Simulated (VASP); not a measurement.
Shape and ions are relaxed at each volume.

Energy against volume of SiC (wurtzite). These are SCAN meta-GGA, VASP's PBE PAW potentials (set 64) (plane waves; VASP 6.6.1) values and carry that method's errors.

```
V (Å³/atom)  E (eV/atom)
-----------  -----------
9.683          -10.31183
9.992          -10.33407
10.301         -10.34110
10.610         -10.33499
10.919         -10.31752
```

Problem. Fit a third-order Birch-Murnaghan equation of state.

Solution. 
| Quantity | Result |
|---|---|
| volume per atom | 10.30 Å³/atom |
| bulk modulus | 226 GPa |
| pressure derivative of the bulk modulus | 3.87 |

The compound is SiC in the wurtzite structure, the rare 2H polytype. It was relaxed first.
